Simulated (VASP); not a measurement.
Data:

```yaml
crystal:
  lattice:
    - [-2.55781, 2.55781, 1.41925]
    - [2.55781, -2.55781, 1.41925]
    - [2.55781, 2.55781, -1.41925]
  atoms:
    - { symbol: Ge, position: [0.25000, 0.75000, 0.50000] }
    - { symbol: Ge, position: [0.50000, 0.50000, 0.00000] }
```

Calculation: r2SCAN meta-GGA, VASP's PBE PAW potentials (set 64) (plane waves; VASP). Run with 400 eV cut-off, 16×16×16 Γ-centred mesh, tetrahedra with Blöchl corrections, potentials Ge_d.

**Question.** The job: Ge (space group I4_1/amd), 2 atoms, r2SCAN, static run, 400 eV, 16×16×16 Γ-centred mesh. Roughly how much core time does it take on a busy server core?

**Answer.** About 20 core-minutes (one run on a shared machine, a rough figure). It had 349 irreducible k-points, 18 bands, up to 705 plane waves and 20 electronic steps.

The structure comes from a computed database's Ge entry (I4_1/amd); how it stands against other phases isn't given here. It was relaxed first.
